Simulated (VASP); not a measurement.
Computed with r2SCAN meta-GGA with spin-orbit coupling, VASP's PBE PAW potentials (set 64) (plane waves; VASP).

The input files of a VASP run:

INCAR:
```
ALGO=Normal
EDIFF=1E-6
ENCUT=400
GGA_COMPAT=F
ISMEAR=0
LASPH=T
LCHARG=F
LMAXMIX=4
LMIXTAU=T
LREAL=F
LSORBIT=T
LWAVE=F
MAGMOM=0 0 0 0 0 0 0 0 0
METAGGA=R2SCAN
NELM=100
PREC=Accurate
SIGMA=0.05
SYSTEM=MgI2
```

File POSCAR:
```
MgI2
1.0
  2.0897831987  -3.6196102423   0.0000000000
  2.0897831987   3.6196102423   0.0000000000
  0.0000000000   0.0000000000   7.1545389457
Mg I
1 2
direct
  0.0000000000   0.0000000000   0.0000000000
  0.3333330000   0.6666670000   0.2328399473
  0.6666670000   0.3333330000   0.7671600527
```

File KPOINTS:
```
Regular mesh
0
G
6 6 3
```

File KPOINTS_OPT:
```
k-points along high-symmetry lines
5
Line-mode
Reciprocal
  0.000000   0.000000   0.000000 ! GAMMA
  0.500000   0.000000   0.000000 ! M

  0.500000   0.000000   0.000000 ! M
  0.333333   0.333333   0.000000 ! K

  0.333333   0.333333   0.000000 ! K
  0.000000   0.000000   0.000000 ! GAMMA

  0.000000   0.000000   0.000000 ! GAMMA
  0.000000   0.000000   0.500000 ! A

  0.000000   0.000000   0.500000 ! A
  0.500000   0.000000   0.500000 ! L

  0.500000   0.000000   0.500000 ! L
  0.333333   0.333333   0.500000 ! H

  0.333333   0.333333   0.500000 ! H
  0.000000   0.000000   0.500000 ! A

  0.500000   0.000000   0.500000 ! L
  0.500000   0.000000   0.000000 ! M

  0.333333   0.333333   0.500000 ! H
  0.333333   0.333333   0.000000 ! K
```

POTCAR, in this order: Mg I (PBE.64 set). Program: vasp_ncl.

Q: Predict the energy per atom (σ→0), band gap (over mesh and band path).

A: 
```yaml
energy per atom (σ→0): -19.056 eV/atom
band gap (over mesh and band path): 3.86 eV
```

OSZICAR:
```
...
DAV:  17    -0.571664988494E+02   -0.10625E-03   -0.13710E-05   944   0.454E-02    0.697E-03
DAV:  18    -0.571665675061E+02   -0.68657E-04   -0.28430E-05   872   0.655E-02    0.217E-03
DAV:  19    -0.571665690397E+02   -0.15335E-05   -0.11488E-06   784   0.118E-02    0.801E-04
DAV:  20    -0.571665686762E+02    0.36346E-06   -0.62974E-07   640   0.844E-03
   1 F= -.57166569E+02 E0= -.57166569E+02  d E =-.471139E-12  mag=     0.0000    -0.0000     0.0000
       N       E                     dE             ncg
       N       E                     dE             ncg
       N       E                     dE             ncg
```

The compound is MgI2 in the 1T layered structure. It was relaxed first, which changed the volume by +6 %.
